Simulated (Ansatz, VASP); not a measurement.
# AlGaN2 in two plane-wave programs, part 2 of 2

Wanted: the spread between two codes on one cell, functional and k mesh. The cell is taken from a series of runs on this material, whose earlier steps may have relaxed, scaled, displaced or heated it; both programs get it as it stands.

VASP 6.6.1 and Ansatz 0.2.0.

So far: The structure; VASP: zone-centre phonons, LDA.

### Step 2. VASP: zone-centre phonons, LDA (continued)

Level of this step: LDA; plane waves and PAW (Al, Ga_d, N) (VASP).

Numbers of over 12 decimals in the logs are rounded to 6 here.

Parts of OUTCAR (step 2):

```text
NELECT = 26.6

 ion  position               nearest neighbor table
   1  0.000  0.000  0.999-   4 1.88   3 1.89   3 1.89   3 1.89   2 3.09   2 3.09   2 3.09   2 3.11
                             2 3.11   2 3.11
   2  0.667  0.333  0.497-   4 1.92   4 1.92   4 1.92   3 1.94   1 3.09   1 3.09   1 3.09   1 3.11
                             1 3.11   1 3.11
   3  0.667  0.333  0.113-   1 1.89   1 1.89   1 1.89   2 1.94
   4  0.000  0.000  0.627-   1 1.88   2 1.92   2 1.92   2 1.92

  LATTYP: Found a hexagonal cell.
 ALAT       =     3.1191540346
 C/A-ratio  =     1.6199580051

 Subroutine GETGRP returns: Found  6 space group operations
 (whereof  6 operations were pure point group operations)

The static configuration has the point symmetry C_3v.

 Found    131 irreducible k-points:

   k-points           NKPTS =    131   k-points in BZ     NKDIM =    131   number of bands    NBANDS=     19

   dimension x,y,z NGX =    28 NGY =   28 NGZ =   40
   dimension x,y,z NGXF=    56 NGYF=   56 NGZF=   80

   ENCUT  =  600.0 eV  44.10 Ry    6.64 a.u.   6.23  6.23 10.09*2*pi/ulx,y,z

 k-points in reciprocal lattice and weights: Automatic mesh
   0.00000000  0.00000000  0.00000000       0.001
   0.08333333 -0.00000000  0.00000000       0.005
   0.16666667 -0.00000000  0.00000000       0.005
   0.25000000 -0.00000000  0.00000000       0.005
   0.33333333 -0.00000000  0.00000000       0.005
   0.41666667 -0.00000000  0.00000000       0.005
   0.50000000 -0.00000000  0.00000000       0.003
   0.08333333  0.08333333  0.00000000       0.005
   0.16666667  0.08333333  0.00000000       0.010
[...]
0.33333333  0.25000000  0.50000000       0.010
   0.33333333  0.33333333  0.50000000       0.002

 average (electrostatic) potential at core
       1 -70.4958       2 -63.8142       3 -60.5299       4 -60.6173

  Total        8.5660029      8.5660029     10.4030624     -0.0000000      0.0000000      0.0000000
  in kB      322.3620762    322.3620762    391.4956414     -0.0000000      0.0000000      0.0000000
  external PRESSURE =     345.4065979 kB  Pullay stress =       0.0000000 kB

  energy-cutoff  :      600.00
  volume of cell :       42.57
      direct lattice vectors                 reciprocal lattice vectors
     3.119154035 -0.000000286  0.000000000     0.320599766  0.185098322  0.000000000
    -1.559576769  2.701266775  0.000000000     0.000000034  0.370196703  0.000000000
     0.000000000  0.000000000  5.052898547     0.000000000  0.000000000  0.197906210

 POSITION                                       TOTAL-FORCE (eV/Angst)
 -----------------------------------------------------------------------------------
      0.00000      0.00000      5.05034        -0.000000     -0.000000     -0.412922
      1.55958      0.90042      2.51220        -0.000000     -0.000000     -0.035719
      1.55958      0.90042      0.57031        -0.000000      0.000000     -0.123604
      0.00000      0.00000      3.16745         0.000000      0.000000      0.572246
 -----------------------------------------------------------------------------------
    total drift:                               -0.000000      0.000000      0.000541

 Eigenvectors and eigenvalues of the dynamical matrix
 ----------------------------------------------------

   1 f  =   18.914366 THz   118.842469 2PiTHz  630.915349 cm-1    78.223499 meV
             X         Y         Z           dx          dy          dz
      0.000000  0.000000  5.050340    -0.520268    0.269985   -0.000000
      1.559577  0.900422  2.512203    -0.063205    0.032800    0.000000
      1.559577  0.900422  0.570309     0.696693   -0.361539    0.000000
      0.000000  0.000000  3.167450     0.166688   -0.086501    0.000000

   2 f  =   18.914366 THz   118.842469 2PiTHz  630.915349 cm-1    78.223499 meV
             X         Y         Z           dx          dy          dz
      0.000000  0.000000  5.050340     0.269985    0.520268    0.000000
      1.559577  0.900422  2.512203     0.032800    0.063205   -0.000000
      1.559577  0.900422  0.570309    -0.361539   -0.696693    0.000000
      0.000000  0.000000  3.167450    -0.086501   -0.166688    0.000000

   3 f  =   18.568286 THz   116.667984 2PiTHz  619.371363 cm-1    76.792227 meV
             X         Y         Z           dx          dy          dz
      0.000000  0.000000  5.050340     0.000000   -0.000000   -0.558070
      1.559577  0.900422  2.512203    -0.000000    0.000000   -0.019405
      1.559577  0.900422  0.570309    -0.000000    0.000000   -0.011557
      0.000000  0.000000  3.167450     0.000000   -0.000000    0.829486

   4 f  =   16.493557 THz   103.632072 2PiTHz  550.165826 cm-1    68.211838 meV
             X         Y         Z           dx          dy          dz
      0.000000  0.000000  5.050340    -0.106637    0.055338    0.000000
      1.559577  0.900422  2.512203     0.357693   -0.185619   -0.000000
      1.559577  0.900422  0.570309     0.142455   -0.073924   -0.000000
      0.000000  0.000000  3.167450    -0.792610    0.411312    0.000000

   5 f  =   16.493557 THz   103.632072 2PiTHz  550.165826 cm-1    68.211838 meV
             X         Y         Z           dx          dy          dz
      0.000000  0.000000  5.050340     0.055338    0.106637   -0.000000
      1.559577  0.900422  2.512203    -0.185619   -0.357693    0.000000
      1.559577  0.900422  0.570309    -0.073924   -0.142455    0.000000
      0.000000  0.000000  3.167450     0.411312    0.792610   -0.000000

   6 f  =   14.939943 THz    93.870432 2PiTHz  498.342868 cm-1    61.786613 meV
             X         Y         Z           dx          dy          dz
      0.000000  0.000000  5.050340    -0.000000   -0.000000   -0.183660
      1.559577  0.900422  2.512203     0.000000    0.000000   -0.255648
      1.559577  0.900422  0.570309     0.000000   -0.000000    0.941998
      0.000000  0.000000  3.167450    -0.000000   -0.000000   -0.116421

   7 f  =   10.799837 THz    67.857376 2PiTHz  360.243781 cm-1    44.664516 meV
             X         Y         Z           dx          dy          dz
      0.000000  0.000000  5.050340    -0.000000    0.000000   -0.662108
      1.559577  0.900422  2.512203     0.000000   -0.000000    0.612606
      1.559577  0.900422  0.570309     0.000000   -0.000000   -0.016147
      0.000000  0.000000  3.167450    -0.000000   -0.000000   -0.431353

   8 f  =    3.668579 THz    23.050359 2PiTHz  122.370611 cm-1    15.172015 meV
             X         Y         Z           dx          dy          dz
      0.000000  0.000000  5.050340    -0.579337    0.300699    0.000000
      1.559577  0.900422  2.512203     0.463639   -0.240647    0.000000
      1.559577  0.900422  0.570309    -0.440341    0.228555    0.000000
      0.000000  0.000000  3.167450     0.208035   -0.107979    0.000000

   9 f  =    3.668579 THz    23.050359 2PiTHz  122.370611 cm-1    15.172015 meV
             X         Y         Z           dx          dy          dz
      0.000000  0.000000  5.050340    -0.300699   -0.579337    0.000000
      1.559577  0.900422  2.512203     0.240647    0.463639    0.000000
      1.559577  0.900422  0.570309    -0.228555   -0.440341    0.000000
      0.000000  0.000000  3.167450     0.107979    0.208035    0.000000

  10 f/i=    0.001779 THz     0.011178 2PiTHz    0.059342 cm-1     0.007357 meV
             X         Y         Z           dx          dy          dz
      0.000000  0.000000  5.050340     0.000000    0.000000    0.465230
      1.559577  0.900422  2.512203     0.000000    0.000000    0.747650
      1.559577  0.900422  0.570309     0.000000    0.000000    0.335032
      0.000000  0.000000  3.167450     0.000000    0.000000    0.335161

  11 f/i=    0.002735 THz     0.017183 2PiTHz    0.091220 cm-1     0.011310 meV
             X         Y         Z           dx          dy          dz
      0.000000  0.000000  5.050340     0.162111   -0.435505   -0.000000
      1.559577  0.900422  2.512203     0.260978   -0.701105   -0.000000
      1.559577  0.900422  0.570309     0.116755   -0.313657   -0.000000
      0.000000  0.000000  3.167450     0.116949   -0.314179   -0.000000

  12 f/i=    0.002735 THz     0.017183 2PiTHz    0.091220 cm-1     0.011310 meV
             X         Y         Z           dx          dy          dz
      0.000000  0.000000  5.050340    -0.435505   -0.162111    0.000000
      1.559577  0.900422  2.512203    -0.701105   -0.260978    0.000000
      1.559577  0.900422  0.570309    -0.313657   -0.116755    0.000000
      0.000000  0.000000  3.167450    -0.314179   -0.116949    0.000000

 ELASTIC MODULI CONTR FROM IONIC RELAXATION (kBar)
 Direction    XX          YY          ZZ          XY          YZ          ZX
 --------------------------------------------------------------------------------
 XX        -941.1975     -4.9617    597.2775      0.0000     -1.0800      0.0000
 YY          -4.9617   -941.1975    597.2775      0.0000      1.0800     -0.0000
 ZZ         597.2775    597.2775   -801.5648     -0.0000      0.0000      0.0000
 XY           0.0000      0.0000     -0.0000   -468.1179      0.0000      3.4008
 YZ          -1.0800      1.0800      0.0000      0.0000   -469.3780      0.0000
 ZX           0.0000     -0.0000      0.0000      3.4008      0.0000   -522.6322
 --------------------------------------------------------------------------------
```

The cell is charged against a uniform background.

### Step 3. Ansatz: zone-centre phonons, LDA

Ansatz runs on its default PAW (the set named soft_2) files.

The same cell, functional (in two slightly different forms), mesh and smearing now go to Ansatz, which takes its cutoff from its data sets.

input.yaml

```yaml
crystal:
  lattice:
    - [3.1191540346, -2.863e-07, 0.0]
    - [-1.5595767694, 2.7012667754, 0.0]
    - [0.0, 0.0, 5.0528985475]
  atoms:
    - { symbol: Al, position: [0.0, 0.0, 0.9994937145] }
    - { symbol: Ga, position: [0.6666666667, 0.3333333333, 0.4971805407] }
    - { symbol: "N", position: [0.6666666667, 0.3333333333, 0.11286767] }
    - { symbol: "N", position: [0.0, 0.0, 0.6268580748] }
total_charge: -0.6
kpoints:
  mp_grid: { grid: [12, 12, 8] }
hamiltonian:
  xc: lda
scf:
  occupations: { method: fermi_dirac, width: 0.026 }
  n_extra_bands: 10
output:
  eigenvalues: true
phonons:
  method: dfpt
```

The run is started by

```sh
> ansatz run input.yaml --threads 4 --pin off --max-ram 8192MiB --backend cpu --events-out ev --progress --plain --runs-dir out
```

Log:

```text
scf.n_extra_bands = 10 over 14 filled bands (N_el = 26.6): the run solves 24 bands
Engine: ansatz 0.2.0, aarch64-unknown-linux-gnu
Pseudopotentials: kind: paw
Pseudopotential: Al, paw, valence charge 3, recommended cutoff 420 eV (normal), Al.paw.azcp
Pseudopotential: Ga, paw, valence charge 13, recommended cutoff 420 eV (normal), Ga.paw.azcp
Pseudopotential: N, paw, valence charge 5, recommended cutoff 420 eV (normal), N.paw.azcp
Functional definition: SPW92
  exchange = slater_x
  correlation = pw_c
Crystal: 4 atoms, lattice volume = 42.574 Å³
Basis set: ecut = 420 eV, 833 PW (Γ), exchange–correlation on 48×48×72 points (8 copies of the dense FFT grid, shifted against one another)
Bands: 24, of which v1, the nominal top of the filled ones, is band 13 counted from 1 (12 counted from 0)
Symmetry: 6 space group operations
k-points: 320 of 1152 (irreducible under 2 space group operations, time reversal used)
Non-local potential: Al, projectors of the file, l = 0: 2, l = 1: 2, l = 2: 1
Non-local potential: Ga, projectors of the file, l = 0: 2, l = 1: 2, l = 2: 3, l = 3: 1
Non-local potential: N, projectors of the file, l = 0: 2, l = 1: 2, l = 2: 1
PAW form: soft (Blöchl's): semilocal exchange-correlation on the pseudo side does not see the compensation charge
PAW frozen core: Al, regenerated for the run's functional, and the local potential with it (the file was generated under x = pbe(κ = 0.804, μ = 0.219515), c = pbe(β = 0.066725))
PAW frozen core: Ga, regenerated for the run's functional, and the local potential with it (the file was generated under x = pbe(κ = 0.804, μ = 0.219515), c = pbe(β = 0.066725))
PAW frozen core: N, regenerated for the run's functional, and the local potential with it (the file was generated under x = pbe(κ = 0.804, μ = 0.219515), c = pbe(β = 0.066725))
PAW one-centre angular grid: Al, 110 points (default); XC on 64 Gauss nodes
PAW one-centre angular grid: Ga, 590 points (default); XC on 64 Gauss nodes
PAW one-centre angular grid: N, 110 points (default); XC on 64 Gauss nodes
Initial density: superposition of atomic densities (neutral atoms scaled as one to the charged cell's electrons: chi_scale 0, normalization atom), corrected by the library's trained network
Initial wavefunctions: pseudopotential atomic-orbital guess
Functional: x = slater, c = lda
SCF iter   1: F=—  HF=-4965.303011 eV  |F-HF|=—  |Δ(HF+E_count)|=         —  Δρ=9.96e-2  dr2=3.60e0  ethr=1.77e-3  ⟨swp⟩=5.7  Hψ=37366  notcnv=0  defer=70
preconditioner: auto → Kerker (q_TF=auto, 2.523 Å⁻¹)  [metal: Δε(μ)=0.011 eV  Ē_g=17.757 eV  σ=0.026 eV  W_gap=0.10  n_scr=10 (ndim 8)  ℏωp=29.4 eV  f_vac=0.000  D(μ)=1.32/eV (n_scr^D=8)]
SCF iter   2: F=—  HF=-4964.308354 eV  |F-HF|=—  |Δ(HF+E_count)|=   9.95e-1  Δρ=2.84e-2  dr2=6.72e-1  ethr=1.77e-3  ⟨swp⟩=2.1  Hψ=16985  notcnv=0  defer=829
SCF iter   3: F=—  HF=-4964.087568 eV  |F-HF|=—  |Δ(HF+E_count)|=   2.21e-1  Δρ=1.90e-2  dr2=2.96e-1  ethr=1.77e-3  ⟨swp⟩=2.0  Hψ=14432  notcnv=0  defer=819
SCF iter   4: F=—  HF=-4964.011512 eV  |F-HF|=—  |Δ(HF+E_count)|=   7.61e-2  Δρ=6.51e-3  dr2=4.05e-2  ethr=1.11e-3  ⟨swp⟩=2.3  Hψ=13682  notcnv=0  defer=810
SCF iter   5: F=—  HF=-4964.006715 eV  |F-HF|=—  |Δ(HF+E_count)|=   4.80e-3  Δρ=3.08e-3  dr2=3.31e-3  ethr=1.52e-4  ⟨swp⟩=2.1  Hψ=14208  notcnv=0  defer=799
SCF iter   6: F=—  HF=-4964.005681 eV  |F-HF|=—  |Δ(HF+E_count)|=   1.03e-3  Δρ=5.67e-4  dr2=3.37e-4  ethr=1.24e-5  ⟨swp⟩=2.8  Hψ=11887  notcnv=0  defer=769
SCF iter   7: F=—  HF=-4964.005652 eV  |F-HF|=—  |Δ(HF+E_count)|=   2.81e-5  Δρ=4.90e-4  dr2=8.00e-5  ethr=1.27e-6  ⟨swp⟩=2.3  Hψ=9315  notcnv=0  defer=769
SCF iter   8: F=—  HF=-4964.005630 eV  |F-HF|=—  |Δ(HF+E_count)|=   2.22e-5  Δρ=9.87e-5  dr2=8.85e-6  ethr=3.01e-7  ⟨swp⟩=2.4  Hψ=9859  notcnv=0  defer=751
SCF iter   9: F=—  HF=-4964.005628 eV  |F-HF|=—  |Δ(HF+E_count)|=   2.37e-6  Δρ=3.67e-5  dr2=6.08e-7  ethr=3.33e-8  ⟨swp⟩=2.2  Hψ=10777  notcnv=0  defer=751
SCF iter  10: F=—  HF=-4964.005628 eV  |F-HF|=—  |Δ(HF+E_count)|=   7.93e-9  Δρ=7.19e-6  dr2=4.51e-8  ethr=2.29e-9  ⟨swp⟩=1.5  Hψ=8686  notcnv=0  defer=751
SCF iter  11: F=—  HF=-4964.005628 eV  |F-HF|=—  |Δ(HF+E_count)|=   7.83e-9  Δρ=3.70e-6  dr2=6.73e-9  ethr=1.69e-10  ⟨swp⟩=2.2  Hψ=11087  notcnv=0  defer=751
SCF iter  12: F=—  HF=-4964.005628 eV  |F-HF|=—  |Δ(HF+E_count)|=  2.62e-10  Δρ=1.86e-6  dr2=1.13e-9  ethr=2.53e-11  ⟨swp⟩=2.0  Hψ=11163  notcnv=0  defer=751
SCF iter  13: F=—  HF=-4964.005628 eV  |F-HF|=—  |Δ(HF+E_count)|=   1.82e-9  Δρ=4.11e-7  dr2=6.20e-11  ethr=4.26e-12  ⟨swp⟩=2.0  Hψ=11196  notcnv=0  defer=751
SCF iter  14: F=—  HF=-4964.005628 eV  |F-HF|=—  |Δ(HF+E_count)|=  3.64e-12  Δρ=1.77e-7  dr2=1.55e-11  ethr=1.00e-12  ⟨swp⟩=10.2  Hψ=39096  notcnv=0
SCF iter  15: F=-4964.005628 eV  HF=-4964.005628 eV  |F-HF|=1.82e-12  |Δ(HF+E_count)|=  1.82e-12  Δρ=4.37e-8  dr2=5.86e-13  ethr=1.00e-12  ⟨swp⟩=4.3  Hψ=21962  notcnv=0
SCF 1 converged in 15 iterations: F = -4964.005628 eV  dr2 = 5.86e-13
  greatest PAW one-centre occupation: 0.996 electrons in one spin orbital (limit 2), on the Ga atom at site 1 (counted from 0), in its partial waves of l = 2
DFPT response loops at Γ: preconditioner auto → Kerker (q_TF=auto, 2.523 Å⁻¹) (partly filled bands, converged f_vac=0.000); β = 1.00, the filter's whole step (`scf.mixing.beta` (0.50) is not read by the response loops under this deck's `scf.mixing.preconditioner`; to damp them name `kerker` or `kerker_dos`, under which they read `scf.mixing.beta`, and type it under 1.00, their step now; both keys bind the ground state too); Broyden in place of MSR1
SCF converged after 15 iterations
Free energy (F): -4964.005628 eV
Harris-Foulkes:  -4964.005628 eV  (|F-HF|=1.82e-12)
Internal energy: -4964.001323 eV  (E = F + TS)
E sigma→0 (E₀):  -4964.003476 eV
Entropy (-TS):   -0.004305 eV (-1.076 meV/atom)
Fermi energy:    13.514043 eV
--- Per-component energies (eV) ---
  E_band       = 6.185439
  E_kinetic    = 418.929503
  E_local      = -2544.035233  (includes V_loc(G=0)·N_el)
  E_nonlocal   = 537.343310
  E_hartree    = 1154.838608
  E_xc         = -236.293800
  E_vxc        = -251.836331  (∫ρ·V_xc dr)
  E_paw        = -2596.421932  (= ΣΔE_a)
  E_vpaw       = -463.893094  (= ΣTr[D̂ρ^β])
  E_aug_tail   = 0.000067  (compensation charges beyond the density's cutoff)
  E_ewald      = -1700.306131
  E_core_change = 1.944285  (= ΣΔE_core)
  E_smearing   = -0.004305  (= −TS)
  E_closure    = -0.000000  (closes the sum)
  E_deformation_potential = -10.849710  (in the stress; not in F)
  Σ components = -4964.005628   (vs F -4964.005628, Δ=0.00e0)
--- Band table (eV; the first three rows and the last of 320) ---
  k-point 0: bands = [... 9 lower, 7.3012, 8.3851, 8.5274, 8.5274, 11.4954, 13.9835, 18.1658, 18.9005, ... 7 higher]
  k-point 1: bands = [... 9 lower, 7.3246, 7.9866, 8.5020, 8.5020, 11.8256, 14.0243, 18.0616, 18.8831, ... 7 higher]
  k-point 2: bands = [... 9 lower, 7.3865, 7.3865, 8.4354, 8.4354, 12.5050, 14.1184, 17.7989, 18.8688, ... 7 higher]
  k-point 319: bands = [... 9 lower, 5.0212, 5.1697, 6.9578, 7.1737, 14.2822, 14.7753, 16.4882, 17.0875, ... 7 higher]
--- Phonons (Γ-DFPT): 8 representative perturbations + reference, on 320 of 1152 k-points (Σ response iterations 26) ---
  k mesh reduced under 2 symmetry operations, with k and −k counted as one. Each operation leaves every solved perturbation unchanged. A smaller set is not used because it would not reduce the number of displacements times k-points to solve
  ASR residual: 1.016e-4 → 0.000e0 eV/Å²; symmetrization residual: 5.968e-5 eV/Å²
  ASR residual per site (eV/Å²): 3.16e-5 2.34e-5 1.02e-4 9.76e-5
  Γ frequencies (cm⁻¹): 0.00 0.00 0.00 124.62 124.62 359.30 494.44 544.89 544.89 613.38 624.31 624.31
  non-analytic LO–TO correction: not included (Born effective charges unavailable; polar crystals: no LO–TO splitting at Γ)
```

The column dr2 measures how far the density is from self-consistency, as an energy; F and HF (Harris–Foulkes) agree once it is small.

### Step 4. Differences

Known differences besides the potentials themselves: the two LDA forms differ slightly; the cutoff is 420 eV in Ansatz and 600 eV in VASP; VASP's log shows a relativistic correction to its local exchange, Ansatz's none. Total energies have different zeros and are not compared.

Compared:

```
                  quantity  Ansatz   VASP  difference
optical mode 1 to 2 (cm⁻¹)   124.6  122.4     +1.84 %
     optical mode 3 (cm⁻¹)   359.3  360.2     -0.26 %
     optical mode 4 (cm⁻¹)   494.4  498.3     -0.78 %
optical mode 5 to 6 (cm⁻¹)   544.9  550.2     -0.96 %
     optical mode 7 (cm⁻¹)   613.4  619.4     -0.97 %
optical mode 8 to 9 (cm⁻¹)   624.3  630.9     -1.05 %
```

Modes are paired by rising frequency, not by their patterns, so a pair may set unlike modes beside each other; they are those without the splitting of longitudinal modes. The cell carries a charge of -0.6 e against a uniform background, so its pressure also hangs on how the neutralising background is counted, and in a defect's cell a gap may be the spacing between its levels.

### Step 5. Results

```yaml
r_m_s_difference_of_the_optical_zone_centre_modes_each_program_s_sorted_by_frequency_zone_centre_phonons_lda: 4.8 cm⁻¹
difference_in_optical_mode_1_to_2_zone_centre_phonons_lda: +1.8 %
```

What this shows: The r.m.s. difference of the optical zone-centre modes, each program's sorted by frequency is 4.8 cm⁻¹ (zone-centre phonons, LDA). Among the rows given in per cent, the largest difference of the zone-centre phonons, LDA pair is in optical mode 1 to 2, +1.8 %. How closely two codes agree says nothing of how well the functional describes the real material.

[Lines on the potential files, build, host, timing and source positions are cut from VASP's logs without a mark.]

[Logs are printed without paths, hosts, clocks, repeated set-up lines and the standing remarks that a program may print on its own settings, such as how far it seeks lower states.]

[Hosts, paths, dates, database ids (printed as entryN), source tags and the programs' standing remarks are cut or masked in the printed files.]
